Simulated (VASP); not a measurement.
Mg2CdN2: single point with PBEsol

The system is Mg2CdN2.

```xyz
5
Lattice="3.5529 0.0000 0.0000 -1.7764 3.0769 0.0000 0.0000 0.0000 5.9838" Properties=species:S:1:pos:R:3 pbc="T T T"
Mg    1.7764    1.0256    0.9182
Mg    0.0000    2.0513    5.0657
Cd    0.0000    0.0000    2.9919
N     1.7764    1.0256    4.6209
N     0.0000    2.0513    1.3629
```

The cell comes from a database or a generator and needn't be the stable form of this composition.

| Quantity | Value |
| --- | --- |
| Program | VASP 6.6.1 |
| Task | single point |
| Functional | PBEsol |
| Potentials or basis | VASP PAW PBE potentials, release 64 (Mg, Cd, N) |
| Cutoff | 520 eV |
| k mesh | 12 × 12 × 6 |
| Occupations | gaussian, width 0.03 eV |
| Spin | no spin polarisation |
| Dipole correction | no |
| Further INCAR settings | ALGO = Fast; EDIFF = 1e-07; NBANDS = 21 |

* Pressure: -3.8 GPa
* Largest force: 0.091 eV/Å
* Band gap on the k mesh: 0.29 eV, indirect (least direct gap 0.65 eV)

Forces on the atoms (eV/Å):
```
Mg   0.000  0.000  0.085
Mg   0.000  0.000 -0.085
Cd   0.000  0.000  0.000
N    0.000  0.000 -0.091
N    0.000  0.000  0.091
```

Stress tensor (GPa, compression positive):
```
-3.70  0.00  0.00
 0.00 -3.70  0.00
 0.00  0.00 -4.01
```

Levels at points of the mesh, in eV from the valence-band top:
```tsv
k point	band 10	band 11	band 12	band 13	band 14	band 15	band 16	band 17
(0.00, 0.00, 0.00)	-0.38	-0.38	-0.36	-0.36	0.29	4.15	6.84	8.94
(0.50, 0.00, 0.00)	-2.42	-1.49	-0.99	-0.21	3.47	3.95	4.92	7.06
(0.00, 0.00, 0.50)	-0.61	-0.61	-0.10	-0.10	2.90	2.95	7.59	8.86
(0.50, 0.00, 0.50)	-1.31	-0.99	-0.82	-0.59	2.82	2.98	6.53	7.52
```

Wall time 110 s on 1 thread of Intel(R) Xeon(R) Platinum 8488C (Sapphire Rapids), on a shared host, peak memory 0.29 GiB.

Caveat: the PAW data sets were made with another functional, which shifts forces and pressure a little. A k mesh can miss the band edges.
